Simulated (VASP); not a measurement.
A convergence study with VASP on SnS₂ (1T layered): a few settings are varied, all else stays as given below, so the limit is that of these other settings.

```
SnS2
1.0
    1.82500    -3.16099     0.00000
    1.82500     3.16099     0.00000
    0.00000     0.00000     5.90000
Sn S
1 2
Direct
  0.00000   0.00000   0.00000
  0.33333   0.66667   0.25000
  0.66667   0.33333   0.75000
```

Level of theory: PBE GGA, VASP's PBE PAW potentials (set 64) (plane waves; VASP 6.6.1). The last row used: 550 eV cut-off, 14×14×7 Γ-centred mesh, second-order Methfessel-Paxton smearing of 0.40 eV, potentials Sn_d S.

```json
[
 {"setting": "ISMEAR = -1, SIGMA = 0.01, 4×4×2 mesh", "E (eV/atom)": "-4.3633", "pressure (GPa)": "3.42", "irreducible k-points": "8"},
 {"setting": "ISMEAR = -1, SIGMA = 0.1, 4×4×2 mesh", "E (eV/atom)": "-4.3633", "pressure (GPa)": "3.42", "irreducible k-points": "8"},
 {"setting": "ISMEAR = 0, SIGMA = 0.01, 4×4×2 mesh", "E (eV/atom)": "-4.3633", "pressure (GPa)": "3.42", "irreducible k-points": "8"},
 {"setting": "ISMEAR = 0, SIGMA = 0.2, 4×4×2 mesh", "E (eV/atom)": "-4.3633", "pressure (GPa)": "3.42", "irreducible k-points": "8"},
 {"setting": "ISMEAR = 1, SIGMA = 0.05, 4×4×2 mesh", "E (eV/atom)": "-4.3633", "pressure (GPa)": "3.42", "irreducible k-points": "8"},
 {"setting": "ISMEAR = 1, SIGMA = 0.2, 4×4×2 mesh", "E (eV/atom)": "-4.3630", "pressure (GPa)": "3.40", "irreducible k-points": "8"},
 {"setting": "ISMEAR = 2, SIGMA = 0.05, 4×4×2 mesh", "E (eV/atom)": "-4.3633", "pressure (GPa)": "3.42", "irreducible k-points": "8"},
 {"setting": "ISMEAR = 2, SIGMA = 0.2, 4×4×2 mesh", "E (eV/atom)": "-4.3632", "pressure (GPa)": "3.40", "irreducible k-points": "8"},
 {"setting": "ISMEAR = -1, SIGMA = 0.01, 8×8×4 mesh", "E (eV/atom)": "-4.3854", "pressure (GPa)": "3.16", "irreducible k-points": "35"},
 {"setting": "ISMEAR = -1, SIGMA = 0.2, 8×8×4 mesh", "E (eV/atom)": "-4.3836", "pressure (GPa)": "3.21", "irreducible k-points": "35"},
 {"setting": "ISMEAR = 0, SIGMA = 0.01, 8×8×4 mesh", "E (eV/atom)": "-4.3854", "pressure (GPa)": "3.16", "irreducible k-points": "35"},
 {"setting": "ISMEAR = 0, SIGMA = 0.4, 8×8×4 mesh", "E (eV/atom)": "-4.3853", "pressure (GPa)": "3.16", "irreducible k-points": "35"},
 {"setting": "ISMEAR = 1, SIGMA = 0.05, 8×8×4 mesh", "E (eV/atom)": "-4.3854", "pressure (GPa)": "3.16", "irreducible k-points": "35"},
 {"setting": "ISMEAR = 1, SIGMA = 0.4, 8×8×4 mesh", "E (eV/atom)": "…", "pressure (GPa)": "3.09", "irreducible k-points": "35"},
 {"setting": "ISMEAR = 2, SIGMA = 0.05, 8×8×4 mesh", "E (eV/atom)": "-4.3854", "pressure (GPa)": "3.16", "irreducible k-points": "35"},
 {"setting": "ISMEAR = 2, SIGMA = 0.4, 8×8×4 mesh", "E (eV/atom)": "-4.3846", "pressure (GPa)": "3.11", "irreducible k-points": "35"},
 {"setting": "ISMEAR = -1, SIGMA = 0.05, 14×14×7 mesh", "E (eV/atom)": "-4.3857", "pressure (GPa)": "3.16", "irreducible k-points": "144"},
 {"setting": "ISMEAR = -1, SIGMA = 0.2, 14×14×7 mesh", "E (eV/atom)": "-4.3839", "pressure (GPa)": "3.21", "irreducible k-points": "144"},
 {"setting": "ISMEAR = 0, SIGMA = 0.1, 14×14×7 mesh", "E (eV/atom)": "-4.3857", "pressure (GPa)": "3.16", "irreducible k-points": "144"},
 {"setting": "ISMEAR = 0, SIGMA = 0.4, 14×14×7 mesh", "E (eV/atom)": "-4.3856", "pressure (GPa)": "3.16", "irreducible k-points": "144"},
 {"setting": "ISMEAR = 1, SIGMA = 0.1, 14×14×7 mesh", "E (eV/atom)": "-4.3857", "pressure (GPa)": "3.16", "irreducible k-points": "144"},
 {"setting": "ISMEAR = 1, SIGMA = 0.4, 14×14×7 mesh", "E (eV/atom)": "…", "pressure (GPa)": "3.09", "irreducible k-points": "144"},
 {"setting": "ISMEAR = 2, SIGMA = 0.1, 14×14×7 mesh", "E (eV/atom)": "-4.3856", "pressure (GPa)": "3.16", "irreducible k-points": "144"},
 {"setting": "ISMEAR = 2, SIGMA = 0.4, 14×14×7 mesh", "E (eV/atom)": "-4.3850", "pressure (GPa)": "3.10", "irreducible k-points": "144"}
]
```

**Question.** Complete the blanks.

**Answer.** 
- ISMEAR = 1, SIGMA = 0.4, 14×14×7 mesh, E (eV/atom): -4.3842
- ISMEAR = 1, SIGMA = 0.4, 8×8×4 mesh, E (eV/atom): -4.3841

Left out are rungs that failed or repeat a setting and relaxations that didn't move; long series are thinned to 24 rows.

The compound is SnS2 in the 1T layered structure. The cell was not relaxed at this level.
